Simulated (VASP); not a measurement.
Level of theory: PBE GGA, VASP's PBE PAW potentials (set 64) (plane waves; VASP).

VASP input:

**POSCAR**
```
PtSe2
1
    3.6676690000     0.0000000000     0.0000000000
   -1.8338350000     3.1762950000     0.0000000000
    0.0000000000     0.0000000000    16.9820380000
Pt Se
1 2
Direct
  0.0000000000   0.0000000000   0.5000000000
  0.3333330000   0.6666670000   0.5878000000
  0.6666670000   0.3333330000   0.4122000000
```

### INCAR
```
SYSTEM = PtSe2
PREC = Accurate
ENCUT = 300
EDIFF = 1E-6
NELM = 100
ALGO = Normal
LREAL = .FALSE.
LASPH = .TRUE.
ISMEAR = 1
SIGMA = 0.05
GGA = PE
LMAXMIX = 6
LWAVE = .FALSE.
LCHARG = .FALSE.
ISIF = 2
LDIPOL = .TRUE.
IDIPOL = 3
DIPOL = 0.5 0.5 0.5
```

### KPOINTS
```
Automatic mesh
0
gamma
  7 7 1
0 0 0
```

POTCAR, in this order: Pt Se (PBE.64 set). Program: vasp_std.

### Question
What will the output report for the number of irreducible k-points (NKPTS), largest plane-wave count, number of space-group operations, FFT grid (NGX, NGY, NGZ)?

### Answer

* **number of irreducible k-points (NKPTS)**: 8
* **largest plane-wave count**: 2351
* **number of space-group operations**: 12
* **FFT grid (NGX, NGY, NGZ)**: 24 × 24 × 96

The cell is a sheet with vacuum, built from a generated structure.
